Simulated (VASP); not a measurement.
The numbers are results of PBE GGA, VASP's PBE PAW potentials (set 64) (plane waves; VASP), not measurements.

VASP ran on this input.

**INCAR**
```
LREAL = F   ! projection in real space or not
LASPH = T
PREC = Accurate
LWAVE = F
SIGMA = 0.01   ! width (eV)
LMAXMIX = 4
ENCUT = 300
EDIFF = 1E-6   ! SCF stop (eV)
SYSTEM = MoS2
ALGO = Normal
ISIF = 2   ! forces and stress, cell fixed
ISMEAR = 0   ! Gaussian
GGA = PE
NELM = 100   ! most electronic steps
LCHARG = F
```

**POSCAR**
```
MoS2
1
    1.5921500000     0.9192280000     6.4821000000
   -1.5921500000     0.9192280000     6.4821000000
    0.0000000000    -1.8384560000     6.4821000000
Mo S
1 2
Direct
  0.9997800000   0.9997800000   0.9997800000
  0.4129370000   0.4129370000   0.4129370000
  0.2533030000   0.2533030000   0.2533030000
```

File KPOINTS:
```
Regular mesh
0
gamma
 12 12 12
0 0 0
```

POTCAR, in this order: Mo_sv S (PBE.64 set). Program: vasp_std.

The run wrote:

### OSZICAR
```
       N       E                     dE             d eps       ncg     rms          rms(c)
DAV:   1     0.108012970566E+03    0.10801E+03   -0.10621E+04  7546   0.951E+02
DAV:   2    -0.196921888053E+02   -0.12771E+03   -0.12588E+03  8762   0.263E+02
DAV:   3    -0.232839856463E+02   -0.35918E+01   -0.35712E+01  7604   0.421E+01
DAV:   4    -0.233278723353E+02   -0.43887E-01   -0.43813E-01  8339   0.461E+00
DAV:   5    -0.233284504141E+02   -0.57808E-03   -0.57800E-03  7768   0.484E-01    0.237E+01
DAV:   6    -0.222314119618E+02    0.10970E+01   -0.12468E+01  7130   0.232E+01    0.936E+00
DAV:   7    -0.219272288279E+02    0.30418E+00   -0.45309E+00  7101   0.131E+01    0.562E+00
DAV:   8    -0.218297863147E+02    0.97443E-01   -0.54310E-01  6974   0.498E+00    0.187E+00
DAV:   9    -0.218311334970E+02   -0.13472E-02   -0.24852E-02  7855   0.102E+00    0.594E-01
DAV:  10    -0.218297882508E+02    0.13452E-02   -0.12463E-02  6704   0.808E-01    0.181E-01
DAV:  11    -0.218298079013E+02   -0.19650E-04   -0.44100E-04  6868   0.159E-01    0.720E-02
DAV:  12    -0.218297933754E+02    0.14526E-04   -0.23702E-04  7094   0.106E-01    0.462E-02
DAV:  13    -0.218298213232E+02   -0.27948E-04   -0.62549E-05  6529   0.491E-02    0.128E-02
DAV:  14    -0.218298222109E+02   -0.88766E-06   -0.45106E-06  7981   0.134E-02
   1 F= -.21829822E+02 E0= -.21829822E+02  d E =-.672009-148
```

### OUTCAR
```
------------------------ aborting loop because EDIFF is reached ----------------------------------------
  FORCE on cell =-STRESS in cart. coord.  units (eV):
  Direction    XX          YY          ZZ          XY          YZ          ZX
  --------------------------------------------------------------------------------------
  Total        0.1496129      0.1496128      0.6578865      0.0000000      0.0000000      0.0000000
  in kB        4.2111959      4.2111938     18.5177136      0.0000000      0.0000000      0.0000000
  external PRESSURE =       8.9800344 kB  Pullay stress =       0.0000000 kB
  volume of cell :       56.92
      direct lattice vectors                 reciprocal lattice vectors
     1.592150000  0.919228000  6.482100000     0.314040762  0.181311564  0.051423664
    -1.592150000  0.919228000  6.482100000    -0.314040762  0.181311564  0.051423664
     0.000000000 -1.838456000  6.482100000     0.000000000 -0.362623129  0.051423664
 POSITION                                       TOTAL-FORCE (eV/Angst)
 -----------------------------------------------------------------------------------
      0.00000      0.00000     19.44202         0.000000      0.000000     -0.000471
      0.00000      0.00000      8.03010         0.000000      0.000000      0.156736
      0.00000      0.00000      4.92581         0.000000     -0.000000     -0.156264
 -----------------------------------------------------------------------------------
    total drift:                               -0.000000     -0.000007      0.000281
  FREE ENERGIE OF THE ION-ELECTRON SYSTEM (eV)
  ---------------------------------------------------
  free  energy   TOTEN  =       -21.8298222109 eV

  energy  without entropy=      -21.8298222109  energy(sigma->0) =      -21.82982221
```
(Selected blocks of OUTCAR.)

At this cut-off the stress carries a Pulay error, which pulls relaxed volumes low.

The structure comes from a computed database's MoS2 entry; how it stands against other phases isn't given here. The cell was not relaxed at this level.
